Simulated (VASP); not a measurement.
A run of VASP 6.6.1 is set up as follows.

The input INCAR:

```
ALGO = Normal
EDIFF = 1E-6
ENCUT = 520
GGA = PS
ISIF = 2
ISMEAR = 0
LASPH = T
LCHARG = F
LREAL = F
LWAVE = F
NBANDS = 56
NELM = 60
PREC = Accurate
SIGMA = 0.0885
```

KPOINTS

```
k-points
0
Gamma
  4 4 4
```

Contents of POSCAR:

```
GaGeO3
1.0
    2.4826130000      4.3000060000      0.0000000000
   -2.4826130000      4.3000060000      0.0000000000
    0.0000000000     -2.8666700000      5.1387510000
Ga Ge O
2 2 6
Direct
    0.0000000000      0.0000000000      0.0000000000
    0.5000000000      0.5000000000      0.5000000000
    0.2500000000      0.2500000000      0.7500000000
    0.7500000000      0.7500000000      0.2500000000
    0.5520100000      0.2500000000      0.7500000000
    0.9479900000      0.5520100000      0.7500000000
    0.2500000000      0.9479900000      0.7500000000
    0.4479900000      0.7500000000      0.2500000000
    0.0520100000      0.4479900000      0.2500000000
    0.7500000000      0.0520100000      0.2500000000
```

Potentials or basis: VASP PAW PBE potentials, release 64 (Ga_d, Ge_d, O).

Run with:

```sh
$ cat potpaw_PBE.64/Ga_d/POTCAR potpaw_PBE.64/Ge_d/POTCAR potpaw_PBE.64/O/POTCAR > POTCAR
$ mpirun -np 1 vasp_std > vasp.out
```

Question: Predict the largest force.

Answer: 12.613 eV/Å.

Question: What does it give for the band gap on the k mesh?

Answer: None (metal or under the smearing width).

Question: What does it give for the pressure?

Answer: 62.5 GPa.

Stress tensor (GPa, compression positive):
```
91.31  0.00  0.00
 0.00 91.31  0.00
 0.00  0.00  4.88
```

Caveat: the k mesh is coarse (spacing up to 0.38 Å⁻¹), so the values aren't converged; a pressure of tens of GPa on the cell as given is suspect, and the run, the potentials or the cell itself is likely at fault; the PAW data sets were made with another functional, which shifts forces and pressure a little.
